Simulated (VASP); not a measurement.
# In3F (Im-3m) in VASP: reference runs

How does In3F come out in PBE? The cell is run as given.

Everything below comes from runs of VASP 6.6.1. Logs are shortened: lines on timing, memory, paths and dates and some standing lists are left out, and cuts for length are marked.

## 1. The structure

It takes space group Im-3m (No. 229, cubic). Conventional cell: a = 5.802 Å, b = 5.802 Å, c = 5.802 Å, α = 90.00°, β = 90.00°, γ = 90.00°. In (site symmetry 4/mmm) has 4 In at 2.90 Å and 2 F at 2.90 Å as nearest neighbours. Around F (site symmetry m-3m) lie 6 In at 2.90 Å.

The cell was built by a generator and needn't be a form met in nature.

## 2. Single point, PBE

The input, INCAR:

```
PREC = Accurate
ENCUT = 520
EDIFF = 1E-7
ISMEAR = -1
SIGMA = 0.05
LREAL = F
LASPH = T
NELM = 60
ALGO = Normal
ISIF = 2
LWAVE = F
LCHARG = F
GGA = PE
NBANDS = 31
```

The input, KPOINTS:

```
regular mesh
0
Gamma
  7 7 7
```

The input, POSCAR:

```
In3F
1.0
   -2.9009600000      2.9009600000      2.9009600000
    2.9009600000     -2.9009600000      2.9009600000
    2.9009600000      2.9009600000     -2.9009600000
In F
3 1
Direct
    0.0000000000      0.5000000000      0.5000000000
    0.5000000000      0.0000000000      0.5000000000
    0.5000000000      0.5000000000      0.0000000000
    0.0000000000      0.0000000000      0.0000000000
```

Potentials or basis: VASP PAW PBE potentials, release 64 (In_d, F).

Launch:

```
> cat potpaw_PBE.64/In_d/POTCAR potpaw_PBE.64/F/POTCAR > POTCAR
> mpirun -np 1 vasp_std > vasp.out
```

OUTCAR:

```text
PREC = Accurate
   ENCUT = 520
   EDIFF = 1E-7
   ISMEAR = -1
   LREAL = F
   LASPH = T
   NELM = 60
   ISIF = 2
   GGA = PE

 ion  position               nearest neighbor table
   1  0.000  0.500  0.500-   2 2.90   3 2.90   4 2.90   4 2.90   3 2.90   2 2.90
   2  0.500  0.000  0.500-   1 2.90   3 2.90   4 2.90   3 2.90   4 2.90   1 2.90
   3  0.500  0.500  0.000-   1 2.90   2 2.90   4 2.90   2 2.90   1 2.90   4 2.90
   4  0.000  0.000  0.000-   1 2.90   2 2.90   3 2.90   1 2.90   2 2.90   3 2.90

  LATTYP: Found a body centered cubic cell.
 ALAT       =     5.8019200000

  Lattice vectors:

 A1 = (  -2.9009600000,   2.9009600000,   2.9009600000)
 A2 = (   2.9009600000,  -2.9009600000,   2.9009600000)
 A3 = (   2.9009600000,   2.9009600000,  -2.9009600000)

Analysis of symmetry for initial positions (statically):
=====================================================================
 Subroutine PRICEL returns:
 Original cell was already a primitive cell.

 Routine SETGRP: Setting up the symmetry group for a
 body centered cubic supercell.

 Subroutine GETGRP returns: Found 48 space group operations
 (whereof 48 operations were pure point group operations)
 out of a pool of 48 trial point group operations.

The static configuration has the point symmetry O_h .

Analysis of symmetry for dynamics (positions and initial velocities):
=====================================================================
 Subroutine PRICEL returns:
 Original cell was already a primitive cell.

 Routine SETGRP: Setting up the symmetry group for a
 body centered cubic supercell.

 Subroutine GETGRP returns: Found 48 space group operations
 (whereof 48 operations were pure point group operations)
 out of a pool of 48 trial point group operations.

The dynamic configuration has the point symmetry O_h .

 Subroutine INISYM returns: Found 48 space group operations
 (whereof 48 operations are pure point group operations),
 and found     1 'primitive' translations

----------------------------------------------------------------------------------------

                                     Primitive cell

  volume of cell :      97.6529

  direct lattice vectors                    reciprocal lattice vectors
    -2.900960000  2.900960000  2.900960000     0.000000000  0.172356737  0.172356737
     2.900960000 -2.900960000  2.900960000     0.172356737  0.000000000  0.172356737
     2.900960000  2.900960000 -2.900960000     0.172356737  0.172356737  0.000000000

  length of vectors
     5.024610111  5.024610111  5.024610111     0.243749235  0.243749235  0.243749235

  position of ions in fractional coordinates (direct lattice)
     0.000000000  0.500000000  0.500000000
     0.500000000  0.000000000  0.500000000
     0.500000000  0.500000000  0.000000000
     0.000000000  0.000000000  0.000000000

  ion indices of the primitive-cell ions
   primitive index   ion index
                 1           1
                 2           2
                 3           3
                 4           4

----------------------------------------------------------------------------------------

 KPOINTS: regular mesh

Automatic generation of k-mesh.
 Grid dimensions read from file:
 generate k-points for:    7    7    7

 Generating k-lattice:

  Cartesian coordinates                     Fractional coordinates (reciprocal lattice)
     0.000000000  0.024622391  0.024622391     0.142857143  0.000000000  0.000000000
     0.024622391  0.000000000  0.024622391     0.000000000  0.142857143  0.000000000
     0.024622391  0.024622391  0.000000000     0.000000000  0.000000000  0.142857143

  Length of vectors
     0.034821319  0.034821319  0.034821319

  Shift w.r.t. Gamma in fractional coordinates (k-lattice)
     0.000000000  0.000000000  0.000000000

 Subroutine IBZKPT returns following result:
 ===========================================

 Found     20 irreducible k-points:

 Following reciprocal coordinates:
            Coordinates               Weight
  0.000000  0.000000  0.000000      1.000000
  0.142857  0.000000  0.000000     12.000000
  0.285714  0.000000  0.000000     12.000000
  0.428571  0.000000  0.000000     12.000000
  0.142857  0.142857  0.000000     24.000000
  0.285714  0.142857  0.000000     48.000000
[... 12 lines left out ...]
 -0.428571 -0.428571  0.285714      8.000000
 -0.428571  0.428571  0.428571      6.000000
   k-points           NKPTS =     20   k-points in BZ     NKDIM =     20   number of bands    NBANDS=     31
   number of dos      NEDOS =    301   number of ions     NIONS =      4
   total plane-waves  NPLWV =  64000
   dimension x,y,z NGX =    40 NGY =   40 NGZ =   40
   dimension x,y,z NGXF=    80 NGYF=   80 NGZF=   80
   ions per type =               3   1
   NGX,Y,Z   is equivalent  to a cutoff of  13.23, 13.23, 13.23 a.u.
   NGXF,Y,Z  is equivalent  to a cutoff of  26.47, 26.47, 26.47 a.u.
 SYSTEM =  unknown system
   PREC   = accura    normal or accurate (medium, high low for compatibility)
   ISTART =      0    job   : 0-new  1-cont  2-samecut
   ICHARG =      2    charge: 1-file 2-atom 10-const
   ISPIN  =      1    spin polarized calculation?
   LNONCOLLINEAR =      F non collinear calculations
   LSORBIT =      F    spin-orbit coupling
   LASPH  =      T    aspherical Exc in radial PAW
   ENCUT  =  520.0 eV  38.22 Ry    6.18 a.u.   9.34  9.34  9.34*2*pi/ulx,y,z
   NELM   =     60;   NELMIN=  2; NELMDL= -5     # of ELM steps
   EDIFF  = 0.1E-06   stopping-criterion for ELM
   LREAL  =      F    real-space projection
   EDIFFG = 0.1E-05   stopping-criterion for IOM
   NSW    =      0    number of steps for IOM
   IBRION =     -1    ionic relax: 0-MD 1-quasi-New 2-CG
   NFREE  =      0    steps in history (QN), initial steepest desc. (CG)
   ISIF   =      2    stress and relaxation
   ISYM   =      2    0-nonsym 1-usesym 2-fastsym
   POTIM  = 0.5000    time-step for ionic-motion
   TEBEG  =    0.0;   TEEND  =   0.0 temperature during run
   PSTRESS=    0.0 pullay stress
   NELECT =      46.0000    total number of electrons
   NUPDOWN=      -1.0000    fix difference up-down
   EMIN   =  10.00;   EMAX   =-10.00  energy-range for DOS
   EFERMI =   0.00;   METHOD = LEGACY
   ISMEAR =    -1;   SIGMA  =   0.05  broadening in eV -4-tet -1-fermi 0-gaus
   EFERMI_NEDOS =   21; number of points for ismear=-14 and -15
   IALGO  =     38    algorithm
   IMIX   =      4    mixing-type and parameters
     AMIX     =   0.40;   BMIX     =  1.00
     AMIX_MAG =   1.60;   BMIX_MAG =  1.00
  volume/ion in A,a.u.               =      24.41       164.75
  Fermi-wavevector in a.u.,A,eV,Ry     =   1.273794  2.407121 22.076132  1.622550
  Thomas-Fermi vector in A             =   2.406597
   LORBIT       =      0    0 simple, 1 ext, 2 COOP (PROOUT), +10 PAW based schemes
   GGA     = PE    functional components
   LHFCALC =     F    Hartree Fock is set to
   AEXX    =    0.0000 exact exchange contribution
   IVDW    =     0    specifies the selected vdW correction
   LEPSILON=     F    determine dielectric tensor
   LRPA    =     F    only Hartree local field effects (RPA)
 non-spin polarized calculation
  energy-cutoff  :      520.00
  volume of cell :       97.65
 maximum number of plane-waves:      2659
 NGX is ok and might be reduce to    40
   NGX = 19   NGY = 19   NGZ = 19

 number of electron      46.0000001 magnetization

 Free energy of the ion-electron system (eV)
  ---------------------------------------------------
  ext. energy  EPLUGINS =         0.00000000
  ---------------------------------------------------
  free energy    TOTEN  =       -12.14359897 eV

  energy without entropy =      -12.13570905  energy(sigma->0) =      -12.13965401

 E-fermi :   5.5802     XC(G=0):  -9.5619

 val. band max:        5.4404647747   @ k =   0.2857   0.2857   0.1429
 cond. band min:       5.6345275424   @ k =  -0.2857   0.4286   0.1429
 fundamental gap:      0.1940627677
 Fermi energy:         5.5802278342

 k-point     1 :       0.0000    0.0000    0.0000
  band No.  band energies     occupation
      1     -16.7469      2.00000
      2      -9.5425      2.00000
      3      -9.5425      2.00000
      4      -9.2827      2.00000
      5      -9.2827      2.00000
      6      -9.2827      2.00000
[... 23 lines left out ...]
     30      10.5560      0.00000
     31      10.5560      0.00000

 k-point     2 :       0.1429    0.0000    0.0000
  band No.  band energies     occupation
      1     -16.7451      2.00000
      2      -9.5271      2.00000
      3      -9.4955      2.00000
      4      -9.2674      2.00000
      5      -9.2638      2.00000
      6      -9.2538      2.00000
[... 23 lines left out ...]
     30      11.3525      0.00000
     31      11.4915      0.00000

 k-point     3 :       0.2857    0.0000    0.0000
  band No.  band energies     occupation
      1     -16.7412      2.00000
      2      -9.4956      2.00000
      3      -9.3621      2.00000
      4      -9.2278      2.00000
      5      -9.2140      2.00000
      6      -9.1762      2.00000
[... 23 lines left out ...]
     30      12.8710      0.00000
     31      12.9469      0.00000

 k-point     4 :       0.4286    0.0000    0.0000
  band No.  band energies     occupation
      1     -16.7383      2.00000
      2      -9.4743      2.00000
      3      -9.1864      2.00000
      4      -9.1666      2.00000
      5      -9.1582      2.00000
      6      -9.0812      2.00000
[... 23 lines left out ...]
     30      12.2859      0.00000
     31      14.0883      0.00000

 k-point     5 :       0.1429    0.1429    0.0000
  band No.  band energies     occupation
      1     -16.7423      2.00000
      2      -9.4933      2.00000
      3      -9.4184      2.00000
      4      -9.2446      2.00000
      5      -9.2131      2.00000
      6      -9.2110      2.00000
[... 23 lines left out ...]
     30      12.3667      0.00000
     31      12.7910      0.00000
[... 406 lines left out ...]
     30      12.4179      0.00000
     31      15.3829      0.00000

 k-point    18 :      -0.4286    0.4286    0.2857
  band No.  band energies     occupation
      1     -16.7404      2.00000
      2      -9.5410      2.00000
      3      -9.3391      2.00000
      4      -9.2451      2.00000
      5      -9.2251      2.00000
      6      -9.1851      2.00000
[... 23 lines left out ...]
     30      14.3519      0.00000
     31      15.2994      0.00000

 k-point    19 :      -0.4286   -0.4286    0.2857
  band No.  band energies     occupation
      1     -16.7408      2.00000
      2      -9.5516      2.00000
      3      -9.3206      2.00000
      4      -9.3206      2.00000
      5      -9.2086      2.00000
      6      -9.2016      2.00000
[... 23 lines left out ...]
     30      14.9311      0.00000
     31      14.9311      0.00000

 k-point    20 :      -0.4286    0.4286    0.4286
  band No.  band energies     occupation
      1     -16.7416      2.00000
      2      -9.5869      2.00000
      3      -9.3542      2.00000
      4      -9.3286      2.00000
      5      -9.2300      2.00000
      6      -9.2146      2.00000
[... 23 lines left out ...]
     30      14.8002      0.00000
     31      14.8002      0.00000

------------------------ aborting loop because EDIFF is reached ----------------------------------------

  FORCE on cell =-STRESS in cart. coord.  units (eV):
  Direction    XX          YY          ZZ          XY          YZ          ZX
  --------------------------------------------------------------------------------------
  -------------------------------------------------------------------------------------
  Total       -0.0807696     -0.0807696     -0.0807696     -0.0000000      0.0000000     -0.0000000
  in kB       -1.3251752     -1.3251752     -1.3251752     -0.0000000      0.0000000     -0.0000000
  external PRESSURE =      -1.3251752 kB  Pullay stress =       0.0000000 kB

 VOLUME and BASIS-vectors are now :
 -----------------------------------------------------------------------------
  energy-cutoff  :      520.00
  volume of cell :       97.65
      direct lattice vectors                 reciprocal lattice vectors
    -2.900960000  2.900960000  2.900960000     0.000000000  0.172356737  0.172356737
     2.900960000 -2.900960000  2.900960000     0.172356737  0.000000000  0.172356737
     2.900960000  2.900960000 -2.900960000     0.172356737  0.172356737  0.000000000

 POSITION                                       TOTAL-FORCE (eV/Angst)
 -----------------------------------------------------------------------------------
      2.90096      0.00000      0.00000        -0.000000      0.000000     -0.000000
      0.00000      2.90096      0.00000        -0.000000      0.000000      0.000000
      0.00000      0.00000      2.90096         0.000000     -0.000000     -0.000000
      0.00000      0.00000      0.00000         0.000000     -0.000000      0.000000
 -----------------------------------------------------------------------------------
    total drift:                               -0.000000     -0.000000      0.000000

  FREE ENERGIE OF THE ION-ELECTRON SYSTEM (eV)
  ---------------------------------------------------
  free  energy   TOTEN  =       -12.1435989677 eV

  energy  without entropy=      -12.1357090526  energy(sigma->0) =      -12.13965401
```

It took 77 s on 1 thread of Intel Xeon Platinum 8488C (Sapphire Rapids), shared host; peak memory 0.25 GiB.

Results:

```
Free energy            : -12.1436 eV
Pressure               : -0.1 GPa
Band gap on the k mesh : none (metal or under the smearing width)
```
